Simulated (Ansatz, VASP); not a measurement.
## One calculation of LuNb2Br3, two programs

File INCAR:

```
SYSTEM = LuNb2Br3
PREC     = Accurate       ! precision mode
ENCUT    = 600            ! plane-wave cutoff, eV
EDIFF    = 1E-6           ! SCF threshold, eV
ISMEAR   = 0              ! smearing method
SIGMA    = 0.1            ! smearing width, eV
LREAL    = .False.        ! projectors in reciprocal space
LASPH    = .True.         ! aspherical terms in the spheres
NELM     = 100            ! most SCF steps
ALGO     = Normal         ! electronic algorithm
ISIF     = 3              ! what is computed and relaxed
LWAVE    = .False.        ! write WAVECAR
LCHARG   = .False.        ! write CHGCAR
GGA      = PE             ! functional
IBRION   = 2              ! ionic algorithm
NSW      = 100            ! ionic steps
EDIFFG   = -0.01          ! ionic threshold
```

The input KPOINTS:

```
Automatic mesh
0
Gamma
  9 9 10
  0 0 0
```

POSCAR

```
LuNb2Br3
1.0
    6.0970104404      0.0000000000      0.0000000000
   -3.0485052202      5.2801659285      0.0000000000
    0.0000000000      0.0000000000      4.3223747470
Lu Nb Br
1 2 3
Direct
    0.0000000000      0.0000000000      0.0000000000
    0.6666666667      0.3333333333      0.0000000000
    0.3333333333      0.6666666667      0.0000000000
    0.5000000000      0.5000000000      0.5000000000
    0.5000000000      0.0000000000      0.5000000000
    0.0000000000      0.5000000000      0.5000000000
```

Input for Ansatz:

```yaml
crystal:
  lattice:
    - [6.0970104404, 0.0, 0.0]
    - [-3.0485052202, 5.2801659285, 0.0]
    - [0.0, 0.0, 4.322374747]
  atoms:
    - { symbol: Lu, position: [0.0, 0.0, 0.0] }
    - { symbol: Nb, position: [0.6666666667, 0.3333333333, 0.0] }
    - { symbol: Nb, position: [0.3333333333, 0.6666666667, 0.0] }
    - { symbol: Br, position: [0.5, 0.5, 0.5] }
    - { symbol: Br, position: [0.5, 0.0, 0.5] }
    - { symbol: Br, position: [0.0, 0.5, 0.5] }
basis:
  ecutwfc: 420
kpoints:
  mp_grid: { grid: [9, 9, 10] }
hamiltonian:
  xc: pbe
scf:
  occupations: { method: gaussian, width: 0.1 }
output:
  forces: true
  stress: true
  eigenvalues: true
  write_density: true
  write_potential: true
  elf: true
  volumetric_format: npy
relax:
  adjacent_minimum: "off"
  f_tol: 0.01
  max_steps: 80
  cell: { stress_tol: 0.05 }
```

Change from the starting cell: species swapped into the LaNi2Rh3 type (P6/mmm, No. 191).

Alike in both runs: task relaxation of cell and atoms; functional PBE; k mesh 9 × 9 × 10; occupations gaussian, width 0.1 eV; no spin polarisation.

|  | VASP | Ansatz |
| --- | --- | --- |
| version | VASP 6.6.1 | Ansatz 0.2.0 |
| potentials or method | VASP PAW PBE potentials, release 64 (Lu, Nb_sv, Br) | scalar-relativistic, plane waves, PAW |
| plane-wave cutoff (eV) | 600 | 420 |
| valence electrons in the cell | 72 | 72 |

```csv
,VASP,Ansatz,Ansatz less VASP
"gap on the k mesh at the Fermi level, each at its own relaxed structure (eV)",none,none,-
relaxed volume (Å³/atom),23.15,23.16,+0.015
relaxed cell length with the largest relative difference (Å),4.329,4.332,+0.0032
```

A gap of «none» marks a metal or a gap that the smearing closes.

Spin-orbit coupling is left out, which matters for the levels of Lu.
